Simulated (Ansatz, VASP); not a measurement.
# CuS: VASP beside Ansatz, part 2 of 2

Aim: how closely do two programs agree when they are given the same cell, functional and k mesh? The cell is taken from a series of runs on this material, whose earlier steps may have relaxed, scaled, displaced or heated it; both programs get it as it stands.

VASP 6.6.1 and Ansatz 0.2.0.

So far: The structure; VASP: relaxation of cell and atoms, PBEsol; Ansatz: relaxation of cell and atoms, PBEsol; Differences.

### 5. VASP: zone-centre phonons, PBEsol

Level of this step: PBEsol, no spin polarisation; plane waves and PAW (Cu, S) (VASP).

Second derivatives magnify differences that forces hide, and they need a tight electronic threshold.

INCAR reads:

```
SYSTEM = CuS
PREC = Accurate
ENCUT = 600
EDIFF = 1E-08
NELM = 120
ISMEAR = 1
SIGMA = 0.15
LREAL = .FALSE.
ALGO = Normal
GGA = PS
NBANDS = 14
LASPH = .TRUE.
LORBIT = 11
LWAVE = .FALSE.
LCHARG = .FALSE.
ISIF = 2
IBRION = 8
GGA_COMPAT = .FALSE.
KPAR = 2
```

POSCAR reads:

```
CuS
1.0
    0.0000000000      2.4002778716      2.4002778716
    2.4002778716      0.0000000000      2.4002778716
    2.4002778716      2.4002778716      0.0000000000
Cu S
1 1
Direct
    0.0000000000      0.0000000000      0.0000000000
    0.5000000000      0.5000000000      0.5000000000
```

KPOINTS reads:

```
Automatic mesh
0
Gamma
16 16 16
0 0 0
```

PAW data sets: Cu and S (PBE family, release 64).

On the command line:

```
$ mpirun -np 2 vasp_std
```

Numbers of over 12 decimals in the logs are rounded to 6 here.

Output:

```text
[banner, memory and clock lines left out]
running    2 mpi-ranks, on    1 nodes
[...]
[... a notice as in an earlier step ...]

 LDA part: xc-table for (Slater+PW92), standard interpolation
 POSCAR, INCAR and KPOINTS ok, starting setup
[...]
entering main loop
       N       E                     dE             d eps       ncg     rms          rms(c)
DAV:   1     0.986194168518E+02    0.98619E+02   -0.85684E+03  4158   0.178E+03
DAV:   2    -0.343297347619E+01   -0.10205E+03   -0.93938E+02  4318   0.295E+02
DAV:   3    -0.105226054854E+02   -0.70896E+01   -0.67195E+01  5314   0.800E+01
DAV:   4    -0.106866347188E+02   -0.16403E+00   -0.16357E+00  4632   0.112E+01
[...]
DAV:  14    -0.899903920950E+01    0.44072E-07   -0.28990E-07  6334   0.772E-03    0.354E-02
DAV:  15    -0.899903894904E+01    0.26045E-06   -0.13910E-06  5098   0.117E-02    0.309E-03
DAV:  16    -0.899903894677E+01    0.22735E-08   -0.70003E-08  5448   0.494E-03
   1 F= -.89990389E+01 E0= -.89996943E+01  d E =0.196614E-02
[...]
RMM:  11    -0.239290007054E+00    0.67196E-07   -0.99466E-09 17735   0.980E-05    0.195E-06
RMM:  12    -0.239290030257E+00   -0.23203E-07   -0.96805E-09 17876   0.638E-05    0.179E-06
RMM:  13    -0.239290025970E+00    0.42864E-08   -0.94700E-09 17809   0.531E-05    0.168E-07
 first order change of Fermi-energy  -0.14969E-03
 force on displaced ion       1 direction 1 :  -4.740   0.000   0.000
 Linear response progress:
  Degree of freedom:   2/  2
       N       E                     dE             d eps       ncg     rms          rms(c)
RMM:   1    -0.973180909226E-01   -0.97318E-01    0.47320E-02 23968   0.279E+00
RMM:   2    -0.954839000753E-01    0.18342E-02   -0.50004E-03 15311   0.110E+00    0.109E-01
RMM:   3    -0.962199633391E-01   -0.73606E-03   -0.17751E-03 17013   0.329E-01    0.479E-02
RMM:   4    -0.965598572190E-01   -0.33989E-03   -0.12485E-04 16372   0.983E-02    0.944E-03
[...]
RMM:  12    -0.965985192419E-01   -0.60151E-07   -0.16742E-09 17860   0.473E-05    0.443E-06
RMM:  13    -0.965985370978E-01   -0.17856E-07   -0.14745E-09 18066   0.357E-05    0.284E-06
RMM:  14    -0.965985410409E-01   -0.39430E-08   -0.14533E-09 15570   0.315E-05    0.162E-07
 first order change of Fermi-energy   0.10531E-02
 force on displaced ion       2 direction 1 :  -4.718   0.000   0.000
 Linear response finished
```

OUTCAR, selected parts (step 5):

```text
  Total        0.0855282      0.0855282      0.0855282      0.0000000      0.0000000     -0.0000000
  in kB        4.9545652      4.9545652      4.9545652      0.0000000      0.0000000     -0.0000000
  external PRESSURE =       4.9545652 kB  Pullay stress =       0.0000000 kB

 POSITION                                       TOTAL-FORCE (eV/Angst)
 -----------------------------------------------------------------------------------
      0.00000      0.00000      0.00000         0.000000      0.000000     -0.000000
      2.40028      2.40028      2.40028        -0.000000      0.000000      0.000000
 -----------------------------------------------------------------------------------
    total drift:                               -0.000000      0.000000      0.000000

[... 1 part as in an earlier step ...]

[... 1 further part left out ...]
```

### 6. Ansatz: zone-centre phonons, PBEsol

The same cell, functional, mesh and smearing now go to Ansatz, which takes its cutoff from its data sets.

The cell is taken from a series of runs on this material, whose earlier steps may have relaxed, scaled, displaced or heated it; both programs get it as it stands.

input.yaml reads:

```yaml
crystal:
  lattice:
    - [0.0, 2.4002778716, 2.4002778716]
    - [2.4002778716, 0.0, 2.4002778716]
    - [2.4002778716, 2.4002778716, 0.0]
  atoms:
    - { symbol: Cu, position: [0.0, 0.0, 0.0] }
    - { symbol: S, position: [0.5, 0.5, 0.5] }
kpoints:
  mp_grid: { grid: [16, 16, 16] }
hamiltonian:
  xc: pbesol
  pseudopotentials: { kind: nc }
scf:
  occupations: { method: methfessel_paxton, width: 0.15 }
output:
  eigenvalues: true
phonons:
  method: dfpt
```

On the command line:

```
$ ansatz run input.yaml --threads 4 --pin off --max-ram 7168MiB --backend cpu --events-out ev --progress --plain --runs-dir out
```

Output:

```text
[...]
Crystal: 2 atoms, lattice volume = 27.658 Å³
Basis set: ecut = 1251.723767 eV, 2733 PW (Γ), exchange–correlation on 80×80×80 points (8 copies of the dense FFT grid, shifted against one another)
Bands: 17, of which v1, the nominal top of the filled ones, is band 13 counted from 1 (12 counted from 0)
Symmetry: 48 space group operations
k-points: 349 of 4096 (irreducible under 8 space group operations, time reversal used)
[...]
k mesh reduced under 8 symmetry operations, with k and −k counted as one. Each operation leaves every solved perturbation unchanged. A smaller set is not used because it would not reduce the number of displacements times k-points to solve
  ASR residual: 2.204e-4 → 0.000e0 eV/Å²; symmetrization residual: 4.582e-6 eV/Å²
  ASR residual per site (eV/Å²): 2.20e-4 5.65e-6
  Γ frequencies (cm⁻¹): 0.00 0.00 0.00 243.59 243.59 243.59
  non-analytic LO–TO correction: not included (Born effective charges unavailable; polar crystals: no LO–TO splitting at Γ)
[key lines of the parts left out:]
SCF converged after 10 iterations
Free energy (F): -5455.514981 eV
Fermi energy:    12.521050 eV
```

### 7. Comparison

What differs besides the data sets and the points named for the pairs above, as far as they apply: the data sets hold 25 valence electrons in Ansatz (on norm-conserving files, of PseudoDojo where its log says so) and 17 in VASP. Total energies have different zeros and are not compared.

The two programs side by side:

```
                  quantity  Ansatz   VASP  difference
optical mode 1 to 3 (cm⁻¹)   243.6  245.5     -0.80 %
```

Modes are paired by rising frequency, not by their patterns, so a pair may set unlike modes beside each other; they are those without the splitting of longitudinal modes.

### 8. What came out

```
difference in volume (relaxation of cell and atoms, PBEsol)                                                          : -0.36 %
r.m.s. difference of the optical zone-centre modes, each program's sorted by frequency (zone-centre phonons, PBEsol) : 2.0 cm⁻¹
difference in optical mode 1 to 3 (zone-centre phonons, PBEsol)                                                      : -0.8 %
```

**Reading.** The difference in volume is -0.36 % (relaxation of cell and atoms, PBEsol), within the 1.2 % picked in this series as the mark of a large difference, as far as the stopping tolerances let one tell. The data sets hold unlike numbers of valence electrons (25 in Ansatz and 17 in VASP), so part of the differences comes from the potentials. Among the rows given in per cent, the largest difference of the zone-centre phonons, PBEsol pair is in optical mode 1 to 3, -0.8 %. 1 further run of this series is not shown here. How closely two codes agree says nothing of how well the functional describes the real material.

[Lines on the potential files, build, host, timing and source positions are cut from VASP's logs without a mark.]

[Logs are printed without paths, hosts, clocks, repeated set-up lines and the standing remarks that a program may print on its own settings, such as how far it seeks lower states.]

[Hosts, paths, dates, database ids (printed as entryN), source tags and the programs' standing remarks are cut or masked in the printed files.]
